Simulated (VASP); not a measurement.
```yaml
crystal:
  lattice:
    - [1.52177, -2.63579, 0.00000]
    - [1.52177, 2.63579, 0.00000]
    - [0.00000, 0.00000, 6.04003]
  atoms:
    - { symbol: Cd, position: [0.33333, 0.66667, 0.25000] }
    - { symbol: Cd, position: [0.66667, 0.33333, 0.75000] }
```

Method: revPBE GGA, VASP's PBE PAW potentials (set 64) (plane waves; VASP). Numerical set-up: 520 eV cut-off, Gaussian smearing of 0.050 eV, potentials Cd.

Question: Give the energies of bands 11 to 15 at the high-symmetry points, in eV from the Fermi level.

Answer: 
```csv
band,Γ,M,K,A,L,H
11,-8.04,-1.86,0.29,-6.80,-1.14,1.29
12,-3.53,-1.53,0.29,-6.80,-1.14,1.29
13,-2.64,1.59,0.73,2.75,0.04,1.44
14,8.72,2.47,3.93,2.75,0.04,1.44
15,12.65,3.02,4.19,14.69,7.15,1.90
```

It has no gap at this level: it comes out as a metal or semimetal.

The compound is Cd in the hcp structure. It was relaxed first, which changed the volume by +12 %.
